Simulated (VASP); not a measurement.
Wanted: the native input for a VASP 6.6.1 run.

```yaml
Task: single point
Functional: PBEsol
Potentials_or_basis: VASP PAW PBE potentials, release 64 (Mo_sv, Ge_d)
Cutoff: 350 eV
k_mesh: 2 × 2 × 2
Occupations: gaussian, width 0.03 eV
Spin: collinear spin, ferromagnetic start
Starting_moments: "[2.0, 0.0, 0.0, 0.0, 0.0, 0.0, 0.0, 0.0, 0.0, 0.0, 0.0, 0.0, 0.0, 0.0, 0.0, 0.0, 0.0, 0.0, 0.0, 0.0, 0.0, 0.0, 0.0, 0.0] μB"
Fixed_moment: 2 μB
Hubbard_terms: Mo d U = 4 eV
Dq: 0
Further_INCAR_settings: LREAL = Auto; ALGO = Normal; EDIFF = 1e-05; ISYM = 0
```

The structure of Ge23Mo (a cell with a defect) lies in POSCAR:

```
Ge23Mo                                  
1.0
    0.0000000000      8.4863100000      8.4863100000
    5.6575400000      0.0000000000      5.6575400000
    5.6575400000      5.6575400000      0.0000000000
  Mo              Ge            
     1    23
Direct
     0.9913479488936763    0.0017854882720243    0.0042680253908983
     0.0011164155153943    0.9984334096844236    0.5010097170383871
     0.0013735573704476    0.4964635937384478    0.0018681285098418
     0.0006235593671672    0.4977970103612196    0.5005455286547270
     0.3332728276094090    0.0008163704069588    0.0013862519866281
     0.3364173913106913    0.9980375750410720    0.4980937105826891
     0.3361594741945038    0.4971913456367777    0.9989792322965769
     0.3309632110020637    0.5010610153185244    0.5013509292768831
     0.6691255741561255    0.9974467178734583    0.9984181492503353
     0.6639073044408395    0.9999315092729238    0.5054654325757056
     0.6636348757143025    0.5058563536563864    0.0001834755332874
     0.6672150339287168    0.4995082745983119    0.5002817942618153
     0.0838460614502595    0.1219932274923628    0.1264399288185610
     0.0867922855560452    0.1221069050015236    0.6240235730733645
     0.0864835014510838    0.6213981085237279    0.1245119132880652
     0.0811386625863114    0.6243186934497958    0.6278992341156758
     0.4195541674701779    0.1226844516081336    0.1235368621261165
     0.4141429228308797    0.1263469217098867    0.6275944752550390
     0.4139431942819009    0.6272308637803169    0.1265117449229113
     0.4175165245237519    0.6233318585190745    0.6245135923779062
     0.7390804666784130    0.1325036324228420    0.1322084488141794
     0.7511829712415397    0.1249305263293920    0.6244658328192261
     0.7514312545863653    0.6234114556230104    0.1257831311150971
     0.7502058138399302    0.6249496916794012    0.6253518879160725
```

The input as run:

INCAR

```
PREC = Accurate
ENCUT = 350
EDIFF = 1E-5
ISMEAR = 0
SIGMA = 0.03
LREAL = Auto
LASPH = T
NELM = 120
ALGO = Normal
ISIF = 2
LWAVE = F
LCHARG = F
ISPIN = 2
MAGMOM = 2 0 0 0 0 0 0 0 0 0 0 0 0 0 0 0 0 0 0 0 0 0 0 0
LORBIT = 11
NUPDOWN = 2
LMAXMIX = 4
LDAU = T
LDAUTYPE = 2
LDAUL = 2 -1
LDAUU = 4 0
LDAUJ = 0 0
LDAUPRINT = 1
GGA = PS
ISYM = 0
KPAR = 2
```

KPOINTS

```
Automatic mesh
0
Gamma
  2 2 2
```

Potentials or basis: VASP PAW PBE potentials, release 64 (Mo_sv, Ge_d).

Run with:

```bash
$ cat potpaw_PBE.64/Mo_sv/POTCAR potpaw_PBE.64/Ge_d/POTCAR > POTCAR
$ mpirun -np 4 vasp_std > vasp.out
```

It gave:

* Largest force: 0.267 eV/Å
* Net moment: 2.00 μB per cell
* Site moments: Mo +2.07; Ge +0.01, -0.00, +0.00, -0.05, -0.01, -0.06 μB
* Valence electrons inside the program's atomic spheres: Mo 12.43; Ge 12.41, 12.40, 12.42, 12.46, 12.49

Caveat: the k mesh is coarse (spacing up to 0.48 Å⁻¹), so the values aren't converged; the PAW data sets were made with another functional, which shifts forces and pressure a little; the total moment is fixed, so each spin has its own Fermi level; the U is typed as a test and isn't derived for this compound.

Run time: 13 min on 4 MPI ranks on Intel(R) Xeon(R) Platinum 8259CL CPU @ 2.50GHz (Skylake/Cascade Lake), with other jobs on the host, peak memory 0.6 GiB a rank.
